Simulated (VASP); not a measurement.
Output of a VASP run:

**OSZICAR**
```
       N       E                     dE             d eps       ncg     rms          rms(c)
DAV:   1     0.619119602062E+02    0.61912E+02   -0.52592E+03  1008   0.103E+03
DAV:   2    -0.714194681461E+01   -0.69054E+02   -0.68641E+02  1046   0.239E+02
DAV:   3    -0.880411955296E+01   -0.16622E+01   -0.16443E+01  1523   0.377E+01
DAV:   4    -0.888966565159E+01   -0.85546E-01   -0.85474E-01  1593   0.653E+00
DAV:   5    -0.889191003821E+01   -0.22444E-02   -0.22440E-02  1655   0.644E-01    0.658E-01
DAV:   6    -0.665339697204E+01    0.22385E+01   -0.35927E+00  1323   0.161E+01    0.237E+00
DAV:   7    -0.691915968003E+01   -0.26576E+00   -0.92591E-02  1390   0.299E+00    0.267E+00
DAV:   8    -0.685896640739E+01    0.60193E-01   -0.28356E-02  1136   0.289E+00    0.206E+00
DAV:   9    -0.677876035970E+01    0.80206E-01   -0.35721E-01  1398   0.656E+00    0.369E-01
DAV:  10    -0.674909400251E+01    0.29666E-01   -0.59849E-02  1455   0.254E+00    0.360E-01
DAV:  11    -0.657872909532E+01    0.17036E+00   -0.18580E-01  1170   0.418E+00    0.827E-01
DAV:  12    -0.676462997392E+01   -0.18590E+00   -0.20831E-01  1176   0.486E+00    0.113E-01
DAV:  13    -0.674119167288E+01    0.23438E-01   -0.26672E-02  1022   0.220E+00    0.228E-01
DAV:  14    -0.674520736913E+01   -0.40157E-02   -0.16071E-03  1121   0.566E-01    0.135E-01
DAV:  15    -0.674075965763E+01    0.44477E-02   -0.20369E-03  1040   0.622E-01    0.738E-02
DAV:  16    -0.674008780718E+01    0.67185E-03   -0.16543E-03  1339   0.378E-01    0.243E-02
DAV:  17    -0.673995718606E+01    0.13062E-03   -0.12224E-04  1523   0.752E-02    0.215E-02
DAV:  18    -0.674000751625E+01   -0.50330E-04   -0.24820E-05  1202   0.591E-02    0.328E-02
DAV:  19    -0.673991023906E+01    0.97277E-04   -0.71125E-05  1223   0.830E-02    0.156E-02
DAV:  20    -0.673991890423E+01   -0.86652E-05   -0.20639E-05  1264   0.313E-02    0.838E-03
DAV:  21    -0.673991998616E+01   -0.10819E-05   -0.80849E-06  1202   0.353E-02    0.453E-03
DAV:  22    -0.673992074276E+01   -0.75660E-06   -0.85535E-06  1268   0.352E-02    0.327E-03
DAV:  23    -0.673991470377E+01    0.60390E-05   -0.19172E-06  1152   0.136E-02    0.142E-03
DAV:  24    -0.673991421522E+01    0.48855E-06   -0.87087E-07  1520   0.809E-03    0.888E-04
DAV:  25    -0.673991459171E+01   -0.37649E-06   -0.58286E-07  1191   0.806E-03    0.423E-04
DAV:  26    -0.673991488169E+01   -0.28999E-06   -0.43057E-08   600   0.172E-03    0.171E-04
DAV:  27    -0.673991470629E+01    0.17540E-06   -0.74428E-09   566   0.806E-04    0.130E-04
DAV:  28    -0.673991466533E+01    0.40958E-07   -0.43413E-09   563   0.687E-04
   1 F= -.67399147E+01 E0= -.67391082E+01  d E =-.241939E-02
```

File OUTCAR:
```
------------------------ aborting loop because EDIFF is reached ----------------------------------------
  FORCE on cell =-STRESS in cart. coord.  units (eV):
  Direction    XX          YY          ZZ          XY          YZ          ZX
  --------------------------------------------------------------------------------------
  Total       -0.2648845     -0.2648845     -0.2648845      0.0000000      0.0000000     -0.0000000
  in kB       -9.3793772     -9.3793772     -9.3793772      0.0000000      0.0000000     -0.0000000
  external PRESSURE =      -9.3793772 kB  Pullay stress =       0.0000000 kB
  volume of cell :       45.25
      direct lattice vectors                 reciprocal lattice vectors
     0.000000000  2.828271270  2.828271270    -0.176786437  0.176786437  0.176786437
     2.828271270  0.000000000  2.828271270     0.176786437 -0.176786437  0.176786437
     2.828271270  2.828271270  0.000000000     0.176786437  0.176786437 -0.176786437
 POSITION                                       TOTAL-FORCE (eV/Angst)
 -----------------------------------------------------------------------------------
      0.00000      0.00000      0.00000         0.000000     -0.000000     -0.000000
 -----------------------------------------------------------------------------------
    total drift:                               -0.000000     -0.000000     -0.000000
  FREE ENERGIE OF THE ION-ELECTRON SYSTEM (eV)
  ---------------------------------------------------
  free  energy   TOTEN  =        -6.7399146653 eV

  energy  without entropy=       -6.7374952732  energy(sigma->0) =       -6.73910820
```
(Selected blocks of OUTCAR.)

**POSCAR**
```
Ca
1
    0.0000000000     2.8282712695     2.8282712695
    2.8282712695     0.0000000000     2.8282712695
    2.8282712695     2.8282712695     0.0000000000
Ca
1
Direct
  0.0000000000   0.0000000000   0.0000000000
```

Write an INCAR and KPOINTS that could have produced this output.

Several could match; the one computed here: the input of the run itself, r2SCAN+rVV10, plane waves, VASP's PBE PAW potentials (set 64).

KPOINTS:
```
Automatic mesh
0
Gamma
11 11 11
0 0 0
```

**INCAR**
```
! general
SYSTEM  =Ca
PREC    =Accurate
ENCUT   =520   ! plane-wave cut-off (eV)
LREAL   =.FALSE.   ! projection in real space or not
LASPH   =.TRUE.

! electronic loop
EDIFF   =1E-7
NELM    =100   ! most electronic steps
ALGO    =Normal
LMIXTAU =.TRUE.

! smearing
ISMEAR  =1   ! Methfessel-Paxton
SIGMA   =0.1   ! width (eV)

! functional
METAGGA =R2SCAN
LUSE_VDW=.TRUE.
BPARAM  =11.95
CPARAM  =0.0093

! ions
ISIF    =2   ! forces and stress, cell fixed

! output
LWAVE   =.FALSE.
LCHARG  =.FALSE.
```

POTCAR, in this order: Ca_sv (PBE.64 set). Program: vasp_std.

The compound is Ca in the fcc structure. This cell is one point of a volume scan, at 1.06 of the reference volume.
